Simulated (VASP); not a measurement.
# Fe2O3 (Hematite) (R-3c) in VASP: further runs, part 2 of 2

VASP 6.6.1. Earlier steps stand in the parts before.

## 3. Relaxation of cell and atoms, PBE, collinear spin, ferromagnetic start

INCAR

```
SYSTEM = Fe2O3
PREC = Accurate ; ENCUT = 600
EDIFF = 1E-6 ; ISMEAR = 1
SIGMA = 0.1 ; LREAL = .FALSE.
LASPH = .TRUE. ; NELM = 150
ALGO = Normal ; ISIF = 3
LWAVE = .FALSE. ; LCHARG = .FALSE.
ISPIN = 2 ; MAGMOM = 5 5 5 5 0 0 0 0 0 0
LORBIT = 11 ; LMAXMIX = 4
GGA = PE ; IBRION = 2
NSW = 90 ; EDIFFG = -0.01
AMIX = 0.2 ; BMIX = 1E-4
AMIX_MAG = 0.8 ; BMIX_MAG = 1E-4
KPAR = 4
```

KPOINTS

```
regular mesh
0
G
  9 9 9
  0 0 0
```

POSCAR

```
Fe2O3
1.0
    2.5190000000      1.4543453300      4.5906666700
   -2.5190000000      1.4543453300      4.5906666700
    0.0000000000     -2.9086906600      4.5906666700
Fe O
4 6
Direct
    0.3553000000      0.3553000000      0.3553000000
    0.1447000000      0.1447000000      0.1447000000
    0.6447000000      0.6447000000      0.6447000000
    0.8553000000      0.8553000000      0.8553000000
    0.5559000000      0.9441000000      0.2500000000
    0.2500000000      0.5559000000      0.9441000000
    0.9441000000      0.2500000000      0.5559000000
    0.4441000000      0.0559000000      0.7500000000
    0.7500000000      0.4441000000      0.0559000000
    0.0559000000      0.7500000000      0.4441000000
```

Potentials or basis: VASP PAW PBE potentials, release 64 (Fe, O).

Run with:

```
cat potpaw_PBE.64/Fe/POTCAR potpaw_PBE.64/O/POTCAR > POTCAR
mpirun -np 4 vasp_std > vasp.out
```

OUTCAR:

```text
SYSTEM = Fe2O3
   PREC = Accurate
   ENCUT = 600
   EDIFF = 1E-6
   ISMEAR = 1
   LREAL = .FALSE.
   LASPH = .TRUE.
   NELM = 150
   ISIF = 3
   ISPIN = 2
   LORBIT = 11
   GGA = PE
   IBRION = 2
   NSW = 90
   EDIFFG = -0.01
   AMIX = 0.2
   AMIX_MAG = 0.8

 ion  position               nearest neighbor table
   1  0.355  0.355  0.355-  10 1.95   8 1.95   9 1.95   5 2.12   6 2.12   7 2.12   2 2.90   3 2.97
                             3 2.97   3 2.97
   2  0.145  0.145  0.145-   9 1.95   8 1.95  10 1.95   5 2.12   7 2.12   6 2.12   1 2.90   4 2.97
                             4 2.97   4 2.97
   3  0.645  0.645  0.645-   7 1.95   5 1.95   6 1.95   8 2.12   9 2.12  10 2.12   4 2.90   1 2.97
                             1 2.97   1 2.97
   4  0.855  0.855  0.855-   6 1.95   5 1.95   7 1.95   8 2.12  10 2.12   9 2.12   3 2.90   2 2.97
                             2 2.97   2 2.97
   5  0.556  0.944  0.250-   3 1.95   4 1.95   1 2.12   2 2.12
   6  0.250  0.556  0.944-   4 1.95   3 1.95   1 2.12   2 2.12
   7  0.944  0.250  0.556-   3 1.95   4 1.95   2 2.12   1 2.12
   8  0.444  0.056  0.750-   1 1.95   2 1.95   3 2.12   4 2.12
   9  0.750  0.444  0.056-   2 1.95   1 1.95   3 2.12   4 2.12
  10  0.056  0.750  0.444-   1 1.95   2 1.95   4 2.12   3 2.12

  LATTYP: Found a trigonal (rhomboedric) cell.
 ALAT       =     5.4345838676
 COS(alpha) =     0.5703114898

  Lattice vectors:
[... 1638 lines left out ...]

 k-point     1 :       0.0000    0.0000    0.0000
  band No.  band energies     occupation
      1     -15.5202      1.00000
      2     -13.6508      1.00000
      3     -13.6196      1.00000
      4     -13.6196      1.00000
      5     -13.4803      1.00000
      6     -13.4803      1.00000
[... 1165 lines left out ...]
     45      14.4798      0.00000
     46      15.6293      0.00000

 [... further k-points ...]

 [bands above 46 left out]

------------------------ aborting loop because EDIFF is reached ----------------------------------------

  FORCE on cell =-STRESS in cart. coord.  units (eV):
  Direction    XX          YY          ZZ          XY          YZ          ZX
  --------------------------------------------------------------------------------------
  -------------------------------------------------------------------------------------
  Total        0.0425861      0.0425861      0.0286218      0.0000000     -0.0000000      0.0000000
  in kB        0.7764472      0.7764472      0.5218457      0.0000000     -0.0000000      0.0000000
  external PRESSURE =       0.6915800 kB  Pullay stress =       0.0000000 kB
[... 25 lines left out ...]
  FREE ENERGIE OF THE ION-ELECTRON SYSTEM (eV)
  ---------------------------------------------------
  free  energy   TOTEN  =       -74.6718769859 eV

  energy  without entropy=      -74.6648719827  energy(sigma->0) =      -74.66954198

 reached required accuracy - stopping structural energy minimisation

 total charge

# of ion       s       p       d       tot
------------------------------------------
    1        0.407   0.648   6.300   7.355
    2        0.407   0.648   6.300   7.355
    3        0.407   0.648   6.300   7.355
    4        0.407   0.648   6.300   7.355
    5        1.557   3.452   0.000   5.010
    6        1.557   3.452   0.000   5.010
    7        1.557   3.452   0.000   5.010
    8        1.557   3.452   0.000   5.010
    9        1.557   3.452   0.000   5.010
   10        1.557   3.452   0.000   5.010
--------------------------------------------------
tot         10.973  23.306  25.199  59.478

 magnetization (x)

# of ion       s       p       d       tot
------------------------------------------
    1        0.007   0.010   0.928   0.944
    2        0.007   0.010   0.928   0.944
    3        0.007   0.010   0.928   0.944
    4        0.007   0.010   0.928   0.944
    5        0.000   0.027   0.000   0.028
    6        0.000   0.027   0.000   0.028
    7        0.000   0.027   0.000   0.028
    8        0.000   0.027   0.000   0.028
    9        0.000   0.027   0.000   0.028
   10        0.000   0.027   0.000   0.028
--------------------------------------------------
tot          0.028   0.203   3.710   3.941
```

OSZICAR:

```text
N       E                     dE             d eps       ncg     rms          rms(c)
DAV:   1     0.858155720364E+03    0.85816E+03   -0.33869E+04 17008   0.180E+03
DAV:   2     0.572403767924E+02   -0.80092E+03   -0.72553E+03 17468   0.447E+02
[... 177 lines left out ...]
DAV:   1    -0.746718991450E+02   -0.61696E-04   -0.20135E-02 17014   0.736E-01    0.820E-02
DAV:   2    -0.746719184097E+02   -0.19265E-04   -0.62707E-04 21792   0.184E-01    0.575E-02
DAV:   3    -0.746718811756E+02    0.37234E-04   -0.26996E-05 25126   0.416E-02    0.237E-02
DAV:   4    -0.746718794464E+02    0.17292E-05   -0.10210E-05 21680   0.243E-02    0.139E-02
DAV:   5    -0.746718773657E+02    0.20807E-05   -0.20972E-06 11536   0.246E-02    0.768E-03
DAV:   6    -0.746718769859E+02    0.37987E-06   -0.10725E-06  9534   0.869E-03
  17 F= -.74671877E+02 E0= -.74669542E+02  d E =-.394713E-04  mag=     4.0000
```

CONTCAR:

```text
Fe2O3
   1.00000000000000
     2.3909811748282763    1.3804336265365742    4.4373441229395274
    -2.3909811748282763    1.3804336265365742    4.4373441229395274
    -0.0000000000000000   -2.7608672530731484    4.4373441229395274
  Fe              O
     4     6
Direct
     0.3456442697910521    0.3456442697910521    0.3456442697910521
     0.1543557302089480    0.1543557302089480    0.1543557302089480
     0.6543557302089479    0.6543557302089479    0.6543557302089479
     0.8456442697910521    0.8456442697910521    0.8456442697910521
     0.5630958918539547    0.9369041081460453    0.2500000000000000
     0.2499999999999135    0.5630958918538685    0.9369041081462179
     0.9369041081461315    0.2500000000000863    0.5630958918537821
     0.4369041081460450    0.0630958918539550    0.7500000000000000
     0.7500000000000864    0.4369041081461315    0.0630958918537823
     0.0630958918538686    0.7499999999999136    0.4369041081462178

  0.00000000E+00  0.00000000E+00  0.00000000E+00
  0.00000000E+00  0.00000000E+00  0.00000000E+00
  0.00000000E+00  0.00000000E+00  0.00000000E+00
  0.00000000E+00  0.00000000E+00  0.00000000E+00
  0.00000000E+00  0.00000000E+00  0.00000000E+00
  0.00000000E+00  0.00000000E+00  0.00000000E+00
  0.00000000E+00  0.00000000E+00  0.00000000E+00
  0.00000000E+00  0.00000000E+00  0.00000000E+00
  0.00000000E+00  0.00000000E+00  0.00000000E+00
  0.00000000E+00  0.00000000E+00  0.00000000E+00
```

It took 62 min on 4 MPI ranks of Intel Xeon Platinum 8375C at 2.90GHz (Ice Lake), shared host; peak memory 0.92 GiB.

What came out:

```yaml
Free_energy: -74.6719 eV
Relaxed_volume: 8.79 Å³/atom
Relaxed_cell: a = 5.226 Å, b = 5.226 Å, c = 5.226 Å, α = 54.45°, β = 54.45°, γ = 54.45°
Space_group_after_relaxing_to_0.05_Å: R-3c (No. 167)
Energy_gained_by_relaxing: 108.4 meV/atom
Ionic_steps: 17
Pressure_after_relaxing: 0.1 GPa
Largest_force_after_relaxing: 0.004 eV/Å
Band_gap_on_the_k_mesh: none (metal or under the smearing width)
Net_moment: 4.00 μB per cell
Site_moments: Fe +0.94; O +0.03 μB
Valence_electrons_inside_the_program's_atomic_spheres: Fe 7.36; O 5.01
```

Forces in eV/Å, atoms in the order of the input:
```
Fe   0.000  0.000 -0.003
Fe   0.000  0.000  0.003
Fe   0.000  0.000  0.003
Fe   0.000  0.000 -0.003
O    0.004  0.000  0.000
O   -0.002  0.004  0.000
O   -0.002 -0.004  0.000
O   -0.004  0.000  0.000
O    0.002 -0.004  0.000
O    0.002  0.004  0.000
```

The path:
```
step  energy change (eV)  largest force (eV/Å)  pressure (GPa)  volume (Å³)
   1              0.0000                0.9233           -5.20       100.91
   2             -0.3639                0.9230           -9.88        96.20
   3             -0.6475                1.4817           19.59        82.95
   4             -0.9608                0.4353           -7.87        90.91
   5             -1.0453                0.3204            3.96        86.87
   6             -1.0629                0.2416           -0.16        88.12
   7             -1.0629                0.2550            0.65        87.88
   8             -1.0815                0.0302            0.42        87.77
   9             -1.0815                0.0438            0.35        87.76
  10             -1.0837                0.0144           -0.64        88.09
  11             -1.0837                0.0153           -0.52        88.08
  12             -1.0838                0.0371            0.61        87.72
  13             -1.0843                0.0123            0.00        87.89
  14             -1.0843                0.0137           -0.01        87.88
  15             -1.0842                0.0250            0.34        87.80
  16             -1.0843                0.0137            0.05        87.88
  17             -1.0843                0.0041            0.07        87.88
```

Final structure:
```
Fe O
1.0
     2.39098    1.38043    4.43734
    -2.39098    1.38043    4.43734
     0.00000   -2.76087    4.43734
Fe O
4 6
Direct
  0.34564 0.34564 0.34564
  0.15436 0.15436 0.15436
  0.65436 0.65436 0.65436
  0.84564 0.84564 0.84564
  0.56310 0.93690 0.25000
  0.25000 0.56310 0.93690
  0.93690 0.25000 0.56310
  0.43690 0.06310 0.75000
  0.75000 0.43690 0.06310
  0.06310 0.75000 0.43690
```

Caveat: the volume moved by -13 % from the deposited cell, more than functionals usually miss; the moment fell far below its start of 5 μB, so a state of higher moment may lie lower in energy; semilocal functionals often make such compounds metallic where correlation or magnetic order opens a gap, which also shifts bond lengths; only a ferromagnetic start was run, and an antiferromagnetic order may lie lower in energy.

## 4. Relaxation of cell and atoms, PBE, collinear spin, ferromagnetic start

This run uses another cell than the first one, of 8.79 Å³/atom, 0.871 times its volume.

Changes to INCAR since step 3:

```diff
@@ -2,3 +2,3 @@
 PREC = Accurate ; ENCUT = 600
-EDIFF = 1E-6 ; ISMEAR = 1
+EDIFF = 1E-7 ; ISMEAR = 1
 SIGMA = 0.1 ; LREAL = .FALSE.
@@ -10,3 +10,3 @@
 GGA = PE ; IBRION = 2
-NSW = 90 ; EDIFFG = -0.01
+NSW = 90 ; EDIFFG = -0.005
 AMIX = 0.2 ; BMIX = 1E-4
```

KPOINTS is that of step 3.

POSCAR

```
Fe2O3                                   
1.0
    2.3909811748      1.3804336265      4.4373441229
   -2.3909811748      1.3804336265      4.4373441229
   -0.0000000000     -2.7608672531      4.4373441229
  Fe              O             
     4     6
Direct
     0.3456442697910521    0.3456442697910521    0.3456442697910521
     0.1543557302089480    0.1543557302089480    0.1543557302089480
     0.6543557302089479    0.6543557302089479    0.6543557302089479
     0.8456442697910521    0.8456442697910521    0.8456442697910521
     0.5630958918539547    0.9369041081460453    0.2500000000000000
     0.2499999999999135    0.5630958918538685    0.9369041081462179
     0.9369041081461315    0.2500000000000863    0.5630958918537821
     0.4369041081460450    0.0630958918539550    0.7500000000000000
     0.7500000000000864    0.4369041081461315    0.0630958918537823
     0.0630958918538686    0.7499999999999136    0.4369041081462178
```

Run with:

```
cat potpaw_PBE.64/Fe/POTCAR potpaw_PBE.64/O/POTCAR > POTCAR
mpirun -np 4 vasp_std > vasp.out
```

Run time: 11 min. Hardware: 4 MPI ranks of Intel Xeon Platinum 8375C at 2.90GHz (Ice Lake), shared host; peak memory 0.75 GiB.

Results (log left out):

| Item | Value |
| --- | --- |
| Free energy | -74.6310 eV |
| Relaxed volume | 8.79 Å³/atom |
| Relaxed cell | a = 5.227 Å, b = 5.227 Å, c = 5.227 Å, α = 54.45°, β = 54.45°, γ = 54.45° |
| Space group after relaxing (to 0.05 Å) | R-3c (No. 167) |
| Energy gained by relaxing | 0.0 meV/atom |
| Ionic steps | 3 |
| Pressure after relaxing | 0.0 GPa |
| Largest force after relaxing | 0.004 eV/Å |
| Band gap on the k mesh | none (metal or under the smearing width) |
| Net moment | 4.00 μB per cell |
| Site moments | Fe +0.94; O +0.03 μB |
| Valence electrons inside the program's atomic spheres | Fe 7.35; O 5.01 |

Forces on the atoms (eV/Å):
```
Fe   0.000  0.000 -0.004
Fe   0.000  0.000  0.004
Fe   0.000  0.000  0.004
Fe   0.000  0.000 -0.004
O    0.001  0.000  0.000
O    0.000  0.000  0.000
O    0.000  0.000  0.000
O   -0.001  0.000  0.000
O    0.000  0.000  0.000
O    0.000  0.000  0.000
```

Final structure:
```yaml
crystal:
  lattice:
    - [2.39148, 1.38072, 4.43817]
    - [-2.39148, 1.38072, 4.43817]
    - [0.00000, -2.76144, 4.43817]
  atoms:
    - { symbol: Fe, position: [0.34564, 0.34564, 0.34564] }
    - { symbol: Fe, position: [0.15436, 0.15436, 0.15436] }
    - { symbol: Fe, position: [0.65436, 0.65436, 0.65436] }
    - { symbol: Fe, position: [0.84564, 0.84564, 0.84564] }
    - { symbol: O, position: [0.56311, 0.93689, 0.25000] }
    - { symbol: O, position: [0.25000, 0.56311, 0.93689] }
    - { symbol: O, position: [0.93689, 0.25000, 0.56311] }
    - { symbol: O, position: [0.43689, 0.06311, 0.75000] }
    - { symbol: O, position: [0.75000, 0.43689, 0.06311] }
    - { symbol: O, position: [0.06311, 0.75000, 0.43689] }
```

Levels at points of the mesh, in eV from the Fermi level:
Spin up:
```tsv
k point	band 34	band 35	band 36	band 37	band 38	band 39
(0.00, 0.00, 0.00)	-0.63	-0.55	-0.55	0.43	0.43	0.60
```
Spin down:
```tsv
k point	band 29	band 30	band 31	band 32	band 33	band 34	band 35	band 36
(0.00, 0.00, 0.00)	-0.76	-0.65	-0.65	-0.30	0.30	0.30	0.46	0.89
```

Caveat: the moment fell far below its start of 5 μB, so a state of higher moment may lie lower in energy; semilocal functionals often make such compounds metallic where correlation or magnetic order opens a gap, which also shifts bond lengths; only a ferromagnetic start was run, and an antiferromagnetic order may lie lower in energy. With open d or f shells a metallic result of PBE can be an artefact of self-interaction; +U or a hybrid may open a gap.
